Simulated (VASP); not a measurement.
All values below come from optB88-vdW, VASP's PBE PAW potentials (set 64) (plane waves; VASP 6.6.1).

VASP ran on this input.

**INCAR**
```
AGGAC  =  0.0
ALGO  =  Normal
EDIFF  =  1E-7
EDIFFG  =  -0.01
ENCUT  =  520
GGA  =  BO
IBRION  =  2
ISIF  =  4
ISMEAR  =  0
LASPH  =  .True.
LCHARG  =  .False.
LREAL  =  .False.
LUSE_VDW  =  .True.
LWAVE  =  .False.
NELM  =  100
NSW  =  30
PARAM1  =  0.1833333333
PARAM2  =  0.22
PREC  =  Accurate
SIGMA  =  0.05
SYSTEM  =  C
```

POSCAR:
```
C
1.0
  1.2453882995  -2.1570753083   0.0000000000
  1.2453882995   2.1570753083   0.0000000000
  0.0000000000   0.0000000000   6.7707449230
C
4
Direct
  0.0000000000   0.0000000000   0.2500000000
  0.0000000000   0.0000000000   0.7500000000
  0.3333330000   0.6666670000   0.2500000000
  0.6666670000   0.3333330000   0.7500000000
```

KPOINTS:
```
kpoints
0
G
10 10 4
0 0 0
```

POTCAR, in this order: C (PBE.64 set). Program: vasp_std.

The run wrote:

**OUTCAR**
```
 ion  position               nearest neighbor table
   1  0.000  0.000  0.250-   3 1.44   3 1.44   3 1.44
   2  0.000  0.000  0.750-   4 1.44   4 1.44   4 1.44
   3  0.333  0.667  0.250-   1 1.44   1 1.44   1 1.44
   4  0.667  0.333  0.750-   2 1.44   2 1.44   2 1.44
  LATTYP: Found a hexagonal cell.
 ALAT       =     2.4907761646
 C/A-ratio  =     2.7183273307
 Subroutine PRICEL returns:
 Original cell was already a primitive cell.
 Subroutine GETGRP returns: Found 24 space group operations
The static configuration has the point symmetry D_3d.
 The point group associated with its full space group is D_6h.
The dynamic configuration has the point symmetry D_3d.
 Subroutine INISYM returns: Found 24 space group operations
 Subroutine IBZKPT returns following result:
 Found     42 irreducible k-points:

 Following reciprocal coordinates:
            Coordinates               Weight
  0.000000  0.000000  0.000000      1.000000
  0.100000 -0.000000  0.000000      6.000000
  0.200000 -0.000000  0.000000      6.000000
  0.300000  0.000000  0.000000      6.000000
  0.400000  0.000000  0.000000      6.000000
  0.500000  0.000000  0.000000      3.000000
  0.100000  0.100000  0.000000      6.000000
  0.200000  0.100000  0.000000     12.000000
  0.300000  0.100000  0.000000     12.000000
  0.400000  0.100000  0.000000     12.000000
  0.200000  0.200000  0.000000      6.000000
  0.300000  0.200000  0.000000     12.000000
  0.400000  0.200000  0.000000      6.000000
  0.300000  0.300000  0.000000      6.000000
  0.000000  0.000000  0.250000      2.000000
  0.100000 -0.000000  0.250000     12.000000
  0.200000 -0.000000  0.250000     12.000000
  0.300000  0.000000  0.250000     12.000000
  0.400000  0.000000  0.250000     12.000000
  0.500000  0.000000  0.250000      6.000000
  0.100000  0.100000  0.250000     12.000000
  0.200000  0.100000  0.250000     24.000000
  0.300000  0.100000  0.250000     24.000000
  0.400000  0.100000  0.250000     24.000000
  0.200000  0.200000  0.250000     12.000000
  0.300000  0.200000  0.250000     24.000000
  0.400000  0.200000  0.250000     12.000000
  0.300000  0.300000  0.250000     12.000000
  0.000000  0.000000  0.500000      1.000000
  0.100000 -0.000000  0.500000      6.000000
  0.200000 -0.000000  0.500000      6.000000
  0.300000  0.000000  0.500000      6.000000
  0.400000  0.000000  0.500000      6.000000
  0.500000  0.000000  0.500000      3.000000
  0.100000  0.100000  0.500000      6.000000
  0.200000  0.100000  0.500000     12.000000
  0.300000  0.100000  0.500000     12.000000
  0.400000  0.100000  0.500000     12.000000
  0.200000  0.200000  0.500000      6.000000
  0.300000  0.200000  0.500000     12.000000
   k-points           NKPTS =     42   k-points in BZ     NKDIM =     42   number of bands    NBANDS=     12
   number of dos      NEDOS =    301   number of ions     NIONS =      4
   total plane-waves  NPLWV =  20000
   dimension x,y,z NGX =    20 NGY =   20 NGZ =   50
   dimension x,y,z NGXF=    40 NGYF=   40 NGZF=  100
   ions per type =               4
   PREC   = accura    normal or accurate (medium, high low for compatibility)
   ISTART =      0    job   : 0-new  1-cont  2-samecut
   ICHARG =      2    charge: 1-file 2-atom 10-const
   ISPIN  =      1    spin polarized calculation?
   LNONCOLLINEAR =      F non collinear calculations
   LSORBIT =      F    spin-orbit coupling
   INIWAV =      1    electr: 0-lowe 1-rand  2-diag
   ENCUT  =  520.0 eV  38.22 Ry    6.18 a.u.   4.63  4.63 12.59*2*pi/ulx,y,z
   NELM   =    100;   NELMIN=  2; NELMDL= -5     # of ELM steps
...
```

### OSZICAR
```
       N       E                     dE             d eps       ncg     rms          rms(c)
DAV:   1     0.542413483417E+02    0.54241E+02   -0.82921E+03  1008   0.123E+03
DAV:   2    -0.302813260517E+02   -0.84523E+02   -0.76780E+02  1408   0.228E+02
DAV:   3    -0.342786441025E+02   -0.39973E+01   -0.39668E+01  1292   0.511E+01
DAV:   4    -0.343322683644E+02   -0.53624E-01   -0.53572E-01  1228   0.677E+00
DAV:   5    -0.343335827257E+02   -0.13144E-02   -0.13127E-02  1260   0.100E+00    0.858E+00
DAV:   6    -0.326215939847E+02    0.17120E+01   -0.18456E+00  1152   0.919E+00    0.494E+00
DAV:   7    -0.320896024827E+02    0.53199E+00   -0.20678E+00  1180   0.979E+00    0.130E+00
DAV:   8    -0.320949562089E+02   -0.53537E-02   -0.59152E-02  1148   0.171E+00    0.156E-01
DAV:   9    -0.320943679590E+02    0.58825E-03   -0.20828E-03  1284   0.353E-01    0.710E-02
DAV:  10    -0.320944256600E+02   -0.57701E-04   -0.19641E-04  1244   0.120E-01    0.409E-02
DAV:  11    -0.320944223810E+02    0.32791E-05   -0.64920E-06  1260   0.225E-02    0.182E-03
DAV:  12    -0.320944223600E+02    0.20918E-07   -0.12822E-07  1040   0.362E-03
   1 F= -.32094422E+02 E0= -.32094422E+02  d E =-.320944E+02
       N       E                     dE             d eps       ncg     rms          rms(c)
DAV:   1    -0.322011409376E+02   -0.10672E+00   -0.35089E+00  1008   0.159E+01    0.111E+00
DAV:   2    -0.321441635461E+02    0.56977E-01   -0.79937E-02  1204   0.217E+00    0.651E-01
DAV:   3    -0.321180252981E+02    0.26138E-01   -0.87970E-02  1188   0.197E+00    0.179E-01
DAV:   4    -0.321177267712E+02    0.29853E-03   -0.34949E-03  1176   0.431E-01    0.749E-02
DAV:   5    -0.321176195056E+02    0.10727E-03   -0.21341E-04  1244   0.127E-01    0.109E-02
DAV:   6    -0.321176217404E+02   -0.22348E-05   -0.11257E-05  1268   0.252E-02    0.836E-03
DAV:   7    -0.321176217982E+02   -0.57813E-07   -0.31514E-06  1216   0.149E-02    0.131E-03
DAV:   8    -0.321176218377E+02   -0.39477E-07   -0.35028E-07  1252   0.492E-03
   2 F= -.32117622E+02 E0= -.32117622E+02  d E =-.231995E-01
       N       E                     dE             d eps       ncg     rms          rms(c)
DAV:   1    -0.321190627508E+02   -0.14410E-02   -0.44744E-02  1024   0.181E+00    0.126E-01
DAV:   2    -0.321183358313E+02    0.72692E-03   -0.10371E-03  1228   0.247E-01    0.737E-02
DAV:   3    -0.321180063339E+02    0.32950E-03   -0.10551E-03  1224   0.218E-01    0.196E-02
DAV:   4    -0.321180049717E+02    0.13622E-05   -0.51924E-05  1184   0.530E-02    0.684E-03
DAV:   5    -0.321180014805E+02    0.34913E-05   -0.71806E-06  1232   0.189E-02    0.109E-03
DAV:   6    -0.321180015438E+02   -0.63294E-07   -0.23441E-07  1100   0.386E-03
   3 F= -.32118002E+02 E0= -.32118002E+02  d E =-.235792E-01
```

### OUTCAR
```
------------------------ aborting loop because EDIFF is reached ----------------------------------------
  FORCE on cell =-STRESS in cart. coord.  units (eV):
  Direction    XX          YY          ZZ          XY          YZ          ZX
  --------------------------------------------------------------------------------------
  Total       -0.2199486     -0.2199485     -0.2154140      0.0000000      0.0000000     -0.0000000
  in kB       -9.6871345     -9.6871303     -9.4874144      0.0000000      0.0000000     -0.0000000
  external PRESSURE =      -9.6205597 kB  Pullay stress =       0.0000000 kB
  volume of cell :       36.38
      direct lattice vectors                 reciprocal lattice vectors
     1.234088314 -2.137503193  0.000000000     0.405157390 -0.233917779  0.000000000
     1.234088314  2.137503193  0.000000000     0.405157390  0.233917779  0.000000000
     0.000000000  0.000000000  6.895305768     0.000000000  0.000000000  0.145026201
 POSITION                                       TOTAL-FORCE (eV/Angst)
 -----------------------------------------------------------------------------------
      0.00000     -0.00000      1.72383         0.000000     -0.000000     -0.000000
      0.00000      0.00000      5.17148        -0.000000      0.000000      0.000000
      1.23409      0.71250      1.72383         0.000000     -0.000000      0.000000
      1.23409     -0.71250      5.17148        -0.000000      0.000000     -0.000000
 -----------------------------------------------------------------------------------
    total drift:                                0.000000     -0.000000      0.000000
  FREE ENERGIE OF THE ION-ELECTRON SYSTEM (eV)
  ---------------------------------------------------
  free  energy   TOTEN  =       -32.1180015438 eV

  energy  without entropy=      -32.1180015438  energy(sigma->0) =      -32.11800154

 reached required accuracy - stopping structural energy minimisation
```
(Selected blocks of OUTCAR.)

**CONTCAR**
```
C
   1.00000000000000
     1.2340883143170229   -2.1375031926097301    0.0000000000000000
     1.2340883143170229    2.1375031926097301    0.0000000000000000
     0.0000000000000000    0.0000000000000000    6.8953057680330856
  C
     4
Direct
     0.0000000000000000    0.0000000000000000    0.2500000000000000
     0.0000000000000000    0.0000000000000000    0.7500000000000000
     0.3333330000000032    0.6666669999999968    0.2500000000000000
     0.6666669999999968    0.3333330000000032    0.7500000000000000
```

The compound is C in the graphite structure. This cell is one point of a volume scan, at 1.03 of the reference volume. Symmetry was kept, so distortions that lower it aren't found.
